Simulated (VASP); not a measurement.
Here is the system:

```yaml
crystal:
  lattice:
    - [3.99662, 0.00000, 0.00000]
    - [0.00000, 3.99662, 0.00000]
    - [0.00000, 0.00000, 5.41938]
  atoms:
    - { symbol: Pb, position: [0.50000, 0.00000, 0.78000] }
    - { symbol: Pb, position: [0.00000, 0.50000, 0.22000] }
    - { symbol: O, position: [0.50000, 0.50000, 0.00000] }
    - { symbol: O, position: [0.00000, 0.00000, 0.00000] }
```

The numbers are results of r2SCAN meta-GGA, VASP's PBE PAW potentials (set 64) (plane waves; VASP), not measurements. Settings: 600 eV cut-off, 6×6×4 Γ-centred mesh, Gaussian smearing of 0.050 eV, potentials Pb_d O.

Question: Predict the energy per atom (σ→0).

Answer: 
The energy per atom (σ→0) comes out as -3124.4 kJ/mol of atoms.

The compound is PbO in the litharge structure. This cell was strained or had an atom moved on purpose. Symmetry was kept, so distortions that lower it aren't found.
